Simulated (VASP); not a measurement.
Given:

```
CELL_PARAMETERS angstrom
      0.00000     2.85978     2.85978
      2.85978     0.00000     2.85978
      2.85978     2.85978     0.00000
ATOMIC_POSITIONS crystal
  Ag 0.00000 0.00000 0.00000
  Br 0.50000 0.50000 0.50000
```

Method: PBE0 hybrid, VASP's PBE PAW potentials (set 64) (plane waves; VASP). Settings: 520 eV cut-off, 6×6×6 Γ-centred mesh, Gaussian smearing of 0.050 eV, potentials Ag Br.

Problem. Estimate the energy per atom (σ→0), pressure, band gap (on the k-mesh) with the smallest direct gap where there is one.

Solution. 
- band gap (on the k-mesh) = 2.66 eV
- smallest direct gap (on the k-mesh) = 4.56 eV
- energy per atom (σ→0) = -3.312 eV/atom
- pressure = 2.39 GPa

Total energies compare only between runs with the same potentials, cut-off and functional.

The compound is AgBr in the rock salt structure. This cell is one point of a volume scan, at 0.94 of the reference volume. The cell's shape comes from a PBE relaxation.
